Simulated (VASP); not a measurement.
Here is the system:

```xyz
5
Lattice="4.0990 0.0000 0.0000 0.0000 4.0990 0.0000 0.0000 0.0000 4.0990" Properties=species:S:1:pos:R:3 pbc="T T T"
K      0.0000     0.0000     0.0000
Zn     2.0495     2.0495     2.0495
F      2.0495     0.0000     2.0495
F      0.0000     2.0495     2.0495
F      2.0495     2.0495     0.0000
```

Calculation: PBE GGA with D3 dispersion (Becke-Johnson damping), VASP's PBE PAW potentials (set 64) (plane waves; VASP). Settings: 520 eV cut-off, Gaussian smearing of 0.050 eV, potentials K_sv Zn F.

**Question.** Give the energies of bands 9 to 22 at the high-symmetry points, in eV from the valence-band maximum.

**Answer.** 
| band | Γ | X | M | R |
|---|---|---|---|---|
| 9 | -3.86 | -3.72 | -5.05 | -5.04 |
| 10 | -3.86 | -3.72 | -4.31 | -5.04 |
| 11 | -3.34 | -3.70 | -3.75 | -4.12 |
| 12 | -3.34 | -3.70 | -3.75 | -4.12 |
| 13 | -3.34 | -3.33 | -3.42 | -4.12 |
| 14 | -3.03 | -3.03 | -2.46 | -1.78 |
| 15 | -3.03 | -2.61 | -2.12 | -1.78 |
| 16 | -1.83 | -2.03 | -2.12 | -1.78 |
| 17 | -1.83 | -1.80 | -1.95 | -1.29 |
| 18 | -1.83 | -1.80 | -1.64 | -1.29 |
| 19 | -1.65 | -1.56 | -1.64 | -1.29 |
| 20 | -1.65 | -1.55 | -1.31 | 0.00 |
| 21 | -1.65 | -1.55 | 0.00 | 0.00 |
| 22 | 3.70 | 6.39 | 7.88 | 8.47 |

The gap is indirect, 3.70 eV, from the valence maximum at R to the conduction minimum at Γ.

The compound is KZnF3 in the cubic perovskite structure. It was relaxed first.
